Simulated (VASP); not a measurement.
OSZICAR of a VASP run on Ta (space group Im-3m):

### OSZICAR
```
       N       E                     dE             d eps       ncg     rms          rms(c)
DAV:   1     0.361746510459E+02    0.36175E+02   -0.57587E+03  2986   0.960E+02
DAV:   2    -0.125200786880E+02   -0.48695E+02   -0.48043E+02  3791   0.218E+02
DAV:   3    -0.130474382376E+02   -0.52736E+00   -0.51352E+00  3426   0.233E+01
DAV:   4    -0.130509905907E+02   -0.35524E-02   -0.32613E-02  3406   0.150E+00
DAV:   5    -0.130510204462E+02   -0.29855E-04   -0.28148E-04  3254   0.103E-01    0.143E+01
DAV:   6    -0.126691442024E+02    0.38188E+00   -0.41746E-01  3082   0.774E+00    0.695E+00
DAV:   7    -0.125531429643E+02    0.11600E+00   -0.33340E-01  3106   0.655E+00    0.384E-01
DAV:   8    -0.125512533295E+02    0.18896E-02   -0.38696E-03  3197   0.836E-01    0.900E-02
DAV:   9    -0.125512447041E+02    0.86254E-05   -0.98710E-05  3153   0.122E-01    0.274E-02
DAV:  10    -0.125512429434E+02    0.17607E-05   -0.38414E-06  3492   0.265E-02    0.413E-03
DAV:  11    -0.125512425227E+02    0.42072E-06   -0.18654E-07  3019   0.568E-03    0.232E-04
DAV:  12    -0.125512425451E+02   -0.22442E-07   -0.23521E-09  1546   0.611E-04
   1 F= -.12551243E+02 E0= -.12551243E+02  d E =0.000000E+00
```

### Question
Which electronic solver shows in the log?

### Answer
It is blocked Davidson (ALGO = Normal, or the opening steps of other solvers). The INCAR had ALGO = Normal.

### Question
Can the final energy be trusted as converged?

### Answer
The calculation finished and met its thresholds. It stopped with EDIFF = 1E-7, NELM = 100 (PBEsol GGA, plane waves, VASP's PBE PAW potentials (set 64)).

The structure comes from a measured Ta entry (Im-3m) of the Crystallography Open Database, whose conditions weren't checked. It was relaxed first.
